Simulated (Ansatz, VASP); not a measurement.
# Au3SCl: VASP beside Ansatz

File INCAR:

```
  PREC = Accurate
  ENCUT = 520
  EDIFF = 1E-6
  ISMEAR = 0
  SIGMA = 0.05
  LREAL = False
  LASPH = True
  NELM = 100
  ALGO = Normal
  ISIF = 2
  LWAVE = False
  LCHARG = True
  GGA = PE
  LELF = True
  LVHAR = True
  NBANDS = 31
```

The input KPOINTS:

```
Automatic mesh
0
Gamma
  4 4 4
```

POSCAR

```
Au3SCl
1.0
    6.0200000000      0.0000000000      0.0000000000
    0.0000000000      6.0200000000      0.0000000000
    0.0000000000      0.0000000000      6.0200000000
S Cl Au
1 1 3
Direct
    0.0000000000      0.0000000000      0.0000000000
    0.5000000000      0.5000000000      0.5000000000
    0.5000000000      0.5000000000      0.0000000000
    0.5000000000      0.0000000000      0.5000000000
    0.0000000000      0.5000000000      0.5000000000
```

Input for Ansatz:

```yaml
crystal:
  lattice:
    - [6.02, 0.0, 0.0]
    - [0.0, 6.02, 0.0]
    - [0.0, 0.0, 6.02]
  atoms:
    - { symbol: S, position: [0.0, 0.0, 0.0] }
    - { symbol: Cl, position: [0.5, 0.5, 0.5] }
    - { symbol: Au, position: [0.5, 0.5, 0.0] }
    - { symbol: Au, position: [0.5, 0.0, 0.5] }
    - { symbol: Au, position: [0.0, 0.5, 0.5] }
basis:
  ecutwfc: 420
kpoints:
  mp_grid: { grid: [4, 4, 4] }
hamiltonian:
  xc: pbe
scf:
  occupations: { method: gaussian, width: 0.05 }
output:
  forces: true
  stress: true
  eigenvalues: true
```

The cell comes from a database or a generator and needn't be the stable form of this composition.

Alike in both runs: task single point; functional PBE; k mesh 4 × 4 × 4; occupations gaussian, width 0.05 eV; no spin polarisation.

```csv
,VASP,Ansatz
version,VASP 6.6.1,Ansatz 0.2.0
potentials or method,"VASP PAW PBE potentials, release 64 (S, Cl, Au)","scalar-relativistic, plane waves, PAW"
plane-wave cutoff (eV),520,420
valence electrons in the cell,46,70
```

```tsv
	VASP	Ansatz	Ansatz less VASP
gap on the k mesh at the Fermi level (eV)	none	none	-
pressure (GPa)	-5.2	-5.2	+0.04
```

A gap of «none» marks a metal or a gap that the smearing closes. The two sets of potentials don't hold the same shells in valence.

Spin-orbit coupling is left out, which matters for the levels of Au.
